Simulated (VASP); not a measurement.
# Titanium: the relaxed cell at several levels, part 2 of 3

Which functional gives the lattice of Titanium as experiment finds it, and is a dearer one worth its cost? The start is a cell from a database of measured crystal structures.

VASP 6.6.1, plane waves and PAW; the level of theory is named at each step.

Still holding for the runs below: The k-mesh is coarse for a metal.

So far. Step 2 (Relaxation with PBE): It ends with forces that vanish by symmetry and a pressure of 0.07 GPa. The volume lies -1.9 % from that of the database's start, which holds the thermal and zero-point expansion of its experiment. The conventional cell has a = 2.937 and c = 4.640 Å. Against its usual tendency, PBE gives a cell smaller than the listed one.

### 3. Relaxation with LDA

This step: LDA; plane waves and PAW (Ti_sv) (VASP 6.6.1).

LDA, the lowest rung, knows the local density alone.

INCAR reads:

```
SYSTEM = Ti
PREC = Accurate
ENCUT = 520
EDIFF = 1E-06
NELM = 100
ISMEAR = -1
SIGMA = 0.05
LREAL = .FALSE.
ALGO = Normal
GGA = CA
NBANDS = 18
LASPH = .TRUE.
LORBIT = 11
LWAVE = .FALSE.
LCHARG = .FALSE.
KPAR = 2
IBRION = 2
NSW = 60
ISIF = 3
EDIFFG = -0.01
```

POSCAR reads:

```
Ti
1.0
    2.9500000000      0.0000000000      0.0000000000
   -1.4750000000      2.5547749412      0.0000000000
    0.0000000000      0.0000000000      4.6860000000
Ti
2
Direct
    0.3333333333      0.6666666667      0.2500000000
    0.6666666667      0.3333333333      0.7500000000
```

KPOINTS reads:

```
Automatic mesh
0
Gamma
9 9 5
0 0 0
```

PAW data sets: Ti_sv (PBE family, release 64).

Command:

```sh
$ mpirun -np 2 vasp_std
```

Log:

```text
[banner, memory and clock lines left out]
running    2 mpi-ranks, on    1 nodes
 distrk:  each k-point on    1 cores,    2 groups
 distr:  one band on    1 cores,    1 groups

 POSCAR found type information on POSCAR Ti
 POSCAR found :  1 types and       2 ions
|                                                                             |
|               ----> ADVICE to this user running VASP <----                  |
|                                                                             |
|     You enforced a specific xc type in the INCAR file but a different       |
|     [... a line on the potential file left out ...]
|     I HOPE YOU KNOW WHAT YOU ARE DOING!                                     |
|                                                                             |

 LDA part: xc-table for (Slater(with rela. corr.)+CA(PZ))
 , standard interpolation
 POSCAR, INCAR and KPOINTS ok, starting setup
 FFT: planning ... GRIDC
 FFT: planning ... GRID_SOFT
 FFT: planning ... GRID
 WAVECAR not read
 entering main loop
       N       E                     dE             d eps       ncg     rms          rms(c)
DAV:   1     0.258473944025E+03    0.25847E+03   -0.13079E+04  1296   0.165E+03
DAV:   2     0.102202726355E+02   -0.24825E+03   -0.24515E+03  1324   0.457E+02
DAV:   3    -0.183464230112E+02   -0.28567E+02   -0.28308E+02  2450   0.127E+02
DAV:   4    -0.194764233714E+02   -0.11300E+01   -0.11295E+01  1478   0.268E+01
DAV:   5    -0.195364748430E+02   -0.60051E-01   -0.60040E-01  2044   0.430E+00    0.124E+01
DAV:   6    -0.170768205982E+02    0.24597E+01   -0.92913E+00  1528   0.311E+01    0.277E+00
DAV:   7    -0.170526509511E+02    0.24170E-01   -0.81223E-01  1922   0.635E+00    0.198E+00
DAV:   8    -0.170705720165E+02   -0.17921E-01   -0.20054E-01  1492   0.562E+00    0.657E-01
DAV:   9    -0.170629071356E+02    0.76649E-02   -0.46797E-02  1552   0.222E+00    0.689E-02
DAV:  10    -0.170632169073E+02   -0.30977E-03   -0.23531E-03  1930   0.319E-01    0.955E-02
DAV:  11    -0.170632935684E+02   -0.76661E-04   -0.24934E-04  1544   0.119E-01    0.330E-02
DAV:  12    -0.170632875597E+02    0.60087E-05   -0.36594E-05  1688   0.500E-02    0.885E-03
DAV:  13    -0.170632872739E+02    0.28574E-06   -0.11582E-06   966   0.105E-02
   1 F= -.17063287E+02 E0= -.17055229E+02  d E =-.170633E+02
 curvature:   0.00 expect dE= 0.000E+00 dE for cont linesearch  0.000E+00
 trial: gam= 0.00000 g(F)=  0.122E-46 g(S)=  0.355E+00 ort = 0.000E+00 (trialstep = 0.100E+01)
 search vector abs. value=  0.355E+00
 bond charge predicted
       N       E                     dE             d eps       ncg     rms          rms(c)
DAV:   1    -0.257413129081E+02   -0.86780E+01   -0.21770E+02  1704   0.171E+02    0.257E+01
DAV:   2    -0.172836307724E+02    0.84577E+01   -0.30844E+01  1496   0.656E+01    0.839E+00
DAV:   3    -0.167433749534E+02    0.54026E+00   -0.86490E+00  1782   0.201E+01    0.354E+00
DAV:   4    -0.169271148045E+02   -0.18374E+00   -0.14435E+00  1576   0.990E+00    0.564E-01
DAV:   5    -0.170008082799E+02   -0.73693E-01   -0.18221E-01  1824   0.312E+00    0.978E-01
DAV:   6    -0.170943811118E+02   -0.93573E-01   -0.18999E-01  1750   0.234E+00    0.318E-01
DAV:   7    -0.170984196500E+02   -0.40385E-02   -0.11548E-02  1660   0.761E-01    0.247E-01
DAV:   8    -0.171031808073E+02   -0.47612E-02   -0.12983E-02  1716   0.704E-01    0.808E-02
DAV:   9    -0.171032276845E+02   -0.46877E-04   -0.87275E-04  1900   0.177E-01    0.222E-02
DAV:  10    -0.171032248017E+02    0.28828E-05   -0.27655E-05  1558   0.446E-02    0.760E-03
DAV:  11    -0.171032293195E+02   -0.45178E-05   -0.18475E-05  1720   0.233E-02    0.101E-02
DAV:  12    -0.171032286456E+02    0.67392E-06   -0.30795E-06  1266   0.141E-02
   2 F= -.17103229E+02 E0= -.17095291E+02  d E =-.399414E-01
[...]
3 F= -.17169549E+02 E0= -.17162189E+02  d E =-.106262E+00
[...]
4 F= -.17169539E+02 E0= -.17162176E+02  d E =-.106251E+00
[...]
5 F= -.17169568E+02 E0= -.17162232E+02  d E =-.297049E-04
 trial-energy change:   -0.000030  1 .order   -0.000023   -0.000081    0.000035
 step:   0.6966(harm=  0.6377)  dis= 0.00000  next Energy=   -17.169573 (dE=-0.339E-04)
 bond charge predicted
       N       E                     dE             d eps       ncg     rms          rms(c)
DAV:   1    -0.171696435744E+02   -0.75407E-04   -0.19409E-03  1842   0.589E-01    0.741E-02
DAV:   2    -0.171695726568E+02    0.70918E-04   -0.27219E-04  1824   0.191E-01    0.212E-02
DAV:   3    -0.171695679433E+02    0.47135E-05   -0.50953E-05  1928   0.513E-02    0.808E-03
DAV:   4    -0.171695695546E+02   -0.16113E-05   -0.73191E-06  1490   0.217E-02    0.310E-03
DAV:   5    -0.171695708572E+02   -0.13026E-05   -0.43881E-06  1474   0.144E-02    0.409E-03
DAV:   6    -0.171695709436E+02   -0.86329E-07   -0.72426E-07   710   0.838E-03
   6 F= -.17169571E+02 E0= -.17162228E+02  d E =-.323002E-04
 curvature:  -0.30 expect dE=-0.489E-05 dE for cont linesearch -0.356E-07
 trial: gam= 0.21737 g(F)=  0.264E-46 g(S)=  0.160E-04 ort =-0.322E-05 (trialstep = 0.872E+00)
 search vector abs. value=  0.188E-04
 reached required accuracy - stopping structural energy minimisation
```

It took 33 s on 2 MPI ranks of AMD EPYC 9R14 (Zen 4), shared host; peak memory 0.25 GiB; 63 s of CPU time.

Parts of OUTCAR (step 3):

```text
 Found     36 irreducible k-points:

   NELECT =      24.0000    total number of electrons

 E-fermi :   8.8604

 k-point     1 :       0.0000    0.0000    0.0000
  band No.  band energies     occupation
    ...
      6     -23.3367      2.00000
      7     -23.2993      2.00000
      8     -23.2993      2.00000
      9       2.5835      2.00000
     10       5.9859      2.00000
     11       9.6316      0.00000
     12       9.6316      0.00000
     13       9.7587      0.00000
     14       9.9564      0.00000
     15      10.1858      0.00000
    ...

 k-point     2 :       0.1111    0.0000    0.0000
  band No.  band energies     occupation
    ...
      6     -23.3746      2.00000
      7     -23.3516      2.00000
      8     -23.3087      2.00000
      9       2.9532      2.00000
     10       6.2733      2.00000
     11       9.1121      0.01294
     12       9.2249      0.00136
     13       9.9014      0.00000
     14       9.9742      0.00000
     15      10.1748      0.00000
    ...

  Total       -0.0178318     -0.0178318      0.0053886     -0.0000000      0.0000000      0.0000000
  in kB       -0.8880856     -0.8880856      0.2683705     -0.0000000      0.0000000      0.0000000
  external PRESSURE =      -0.5026002 kB  Pullay stress =       0.0000000 kB

  energy-cutoff  :      520.00
  volume of cell :       32.17
      direct lattice vectors                 reciprocal lattice vectors
     2.861197810  0.000000000 -0.000000000     0.349503972  0.201786212 -0.000000000
    -1.430598905  2.477869989  0.000000000    -0.000000000  0.403572425 -0.000000000
     0.000000000  0.000000000  4.537575322     0.000000000 -0.000000000  0.220382017

 POSITION                                       TOTAL-FORCE (eV/Angst)
 -----------------------------------------------------------------------------------
     -0.00000      1.65191      1.13439        -0.000000      0.000000      0.000000
      1.43060      0.82596      3.40318         0.000000     -0.000000     -0.000000
 -----------------------------------------------------------------------------------
    total drift:                               -0.000000      0.000000     -0.000000

  FREE ENERGIE OF THE ION-ELECTRON SYSTEM (eV)
  ---------------------------------------------------
  free  energy   TOTEN  =       -17.1695709436 eV

  energy  without entropy=      -17.1548857312  energy(sigma->0) =      -17.16222834

 total charge
# of ion       s       p       d       tot
------------------------------------------
    1        2.269   6.133   1.976  10.378
    2        2.269   6.133   1.976  10.378
--------------------------------------------------
tot          4.538  12.265   3.952  20.756

[... 9 parts as in an earlier step ...]

[... 5 further parts left out ...]
```

CONTCAR:

```
Ti
   1.00000000000000
     2.8611978101873601    0.0000000000000000   -0.0000000000000000
    -1.4305989050936800    2.4778699889073219    0.0000000000000000
     0.0000000000000000    0.0000000000000000    4.5375753215222181
  Ti
     2
Direct
     0.3333333332999970    0.6666666667000030    0.2500000000000000
     0.6666666667000030    0.3333333332999970    0.7500000000000000
```

The PAW data sets were made with PBE, though LDA sets exist; this is a small mismatch. After so large a change of volume the plane waves of the start cell no longer fit, so the final stress carries a basis-set error.

Step by step:

| step | energy less that of the first step (eV) | largest force (eV/Å) | pressure (GPa) | volume (Å³) |
| --- | --- | --- | --- | --- |
| 1 | 0.0000 | 0.0000 | -10.04 | 35.32 |
| 2 | -0.0399 | 0.0000 | 10.12 | 29.96 |
| 3 | -0.1063 | 0.0000 | -0.08 | 32.19 |
| 4 | -0.1063 | 0.0000 | 0.14 | 32.13 |
| 5 | -0.1063 | 0.0000 | -0.13 | 32.18 |
| 6 | -0.1063 | 0.0000 | -0.05 | 32.17 |

| conventional cell, symmetrised | before | after | change |
| --- | --- | --- | --- |
| a (Å) | 2.950 | 2.861 | -3.0 % |
| b (Å) | 2.950 | 2.861 | -3.0 % |
| c (Å) | 4.686 | 4.538 | -3.2 % |
| volume (Å³/atom) | 17.66 | 16.08 | -8.9 % |

The relaxed structure:

```
Ti
1.0
     2.86120    0.00000    0.00000
    -1.43060    2.47787    0.00000
     0.00000    0.00000    4.53758
Ti
2
Direct
  0.33333 0.66667 0.25000
  0.66667 0.33333 0.75000
```

Numbers from this step:

```yaml
free_energy_toten: -17.17 eV
energy_at_zero_smearing: -17.16 eV
fermi_energy: 8.860 eV
pressure: -0.05026 GPa
scf_cycles_over_all_ionic_steps: 56
```

It ends at 16.08 Å³/atom, -8.9 % from the start, with -0.05 GPa left. The conventional cell has a = 2.861 and c = 4.538 Å.

### 4. Relaxation with r2SCAN

This step: r2SCAN; plane waves and PAW (Ti_sv) (VASP 6.6.1).

r2SCAN adds the kinetic-energy density, costs more than a GGA and is run with LASPH.

Edit INCAR of step 3 so:

```diff
@@ -9,5 +9,5 @@
 ALGO = Normal
-GGA = CA
+METAGGA = R2SCAN
+LASPH = .TRUE.
 NBANDS = 18
-LASPH = .TRUE.
 LORBIT = 11
```

POSCAR is that of step 3.

KPOINTS is that of step 3.

Command:

```sh
$ mpirun -np 2 vasp_std
```

Log:

```text
[banner, memory and clock lines left out]
running    2 mpi-ranks, on    1 nodes
[...]
[... a notice as in an earlier step ...]

 LDA part: xc-table for (None), standard interpolation
 POSCAR, INCAR and KPOINTS ok, starting setup
[...]
entering main loop
       N       E                     dE             d eps       ncg     rms          rms(c)
DAV:   1     0.258410428512E+03    0.25841E+03   -0.13455E+04  1296   0.170E+03
DAV:   2    -0.109538793716E+01   -0.25951E+03   -0.25638E+03  1324   0.475E+02
DAV:   3    -0.331819068334E+02   -0.32087E+02   -0.31811E+02  2468   0.135E+02
DAV:   4    -0.345636032325E+02   -0.13817E+01   -0.13810E+01  1484   0.301E+01
[...]
DAV:  12    -0.259040720081E+02   -0.20899E-04   -0.24902E-05  1518   0.454E-02    0.245E-03
DAV:  13    -0.259040634144E+02    0.85937E-05   -0.13753E-06  1058   0.128E-02    0.223E-03
DAV:  14    -0.259040642832E+02   -0.86876E-06   -0.32591E-07   736   0.713E-03
   1 F= -.25904064E+02 E0= -.25896833E+02  d E =-.259041E+02
[... from here on, the cycles between the ionic steps are left out ...]
   2 F= -.25906084E+02 E0= -.25899643E+02  d E =-.201997E-02
   3 F= -.25908390E+02 E0= -.25901595E+02  d E =-.432618E-02
   4 F= -.25908781E+02 E0= -.25902193E+02  d E =-.390270E-03
   5 F= -.25908868E+02 E0= -.25902426E+02  d E =-.477243E-03
[...]
reached required accuracy - stopping structural energy minimisation
```

The job ended after 2.3 min (2 MPI ranks; peak memory 0.28 GiB; 4.5 min of CPU time).

From OUTCAR (step 4):

```text
  Total        0.0040373      0.0040373     -0.0012510     -0.0000000     -0.0000000     -0.0000000
  in kB        0.1864943      0.1864943     -0.0577883     -0.0000000     -0.0000000     -0.0000000
  external PRESSURE =       0.1050668 kB  Pullay stress =       0.0000000 kB

 POSITION                                       TOTAL-FORCE (eV/Angst)
 -----------------------------------------------------------------------------------
     -0.00000      1.69887      1.15638        -0.000000      0.000000      0.000000
      1.47127      0.84944      3.46913         0.000000     -0.000000      0.000000
 -----------------------------------------------------------------------------------
    total drift:                               -0.000000      0.000000     -0.000000

  FREE ENERGIE OF THE ION-ELECTRON SYSTEM (eV)
  ---------------------------------------------------
  free  energy   TOTEN  =       -25.9088677095 eV

  energy  without entropy=      -25.8959842579  energy(sigma->0) =      -25.90242598

[... 2 parts as in an earlier step ...]

[... 2 further parts left out ...]
[key lines of the parts left out:]
E-fermi :   8.4188
```

The PAW data sets were made with PBE, which is usual practice but a small mismatch for other functionals.

The steps of the relaxation:

| step | energy less that of the first step (eV) | largest force (eV/Å) | pressure (GPa) | volume (Å³) |
| --- | --- | --- | --- | --- |
| 1 | 0.0000 | 0.0000 | -1.99 | 35.32 |
| 2 | -0.0020 | 0.0000 | 1.71 | 34.21 |
| 3 | -0.0043 | 0.0000 | 0.09 | 34.67 |
| 4 | -0.0047 | 0.0000 | 0.03 | 34.68 |
| 5 | -0.0048 | 0.0000 | 0.01 | 34.68 |

| conventional cell, symmetrised | before | after | change |
| --- | --- | --- | --- |
| a (Å) | 2.950 | 2.943 | -0.3 % |
| b (Å) | 2.950 | 2.943 | -0.3 % |
| c (Å) | 4.686 | 4.626 | -1.3 % |
| volume (Å³/atom) | 17.66 | 17.34 | -1.8 % |

Final coordinates:

```xyz
2
Lattice="2.9425 0.0000 0.0000 -1.4713 2.5483 0.0000 0.0000 0.0000 4.6255" Properties=species:S:1:pos:R:3 pbc="T T T"
Ti    0.0000    1.6989    1.1564
Ti    1.4713    0.8494    3.4691
```

It ends at 17.34 Å³/atom, -1.8 % from the start, with 0.01 GPa left. The conventional cell has a = 2.943 and c = 4.626 Å.

[end of part 2 of 3]

[Lines on the potential files, build, host, timing and source positions are cut from VASP's logs without a mark.]

[Logs are printed without paths, hosts, clocks, repeated set-up lines and the standing remarks that a program may print on its own settings, such as how far it seeks lower states.]

[Hosts, paths, dates, database ids (printed as entryN), source tags and the programs' standing remarks are cut or masked in the printed files.]

[A measured line is paired with the nearest computed mode of its activity, which favours agreement.]
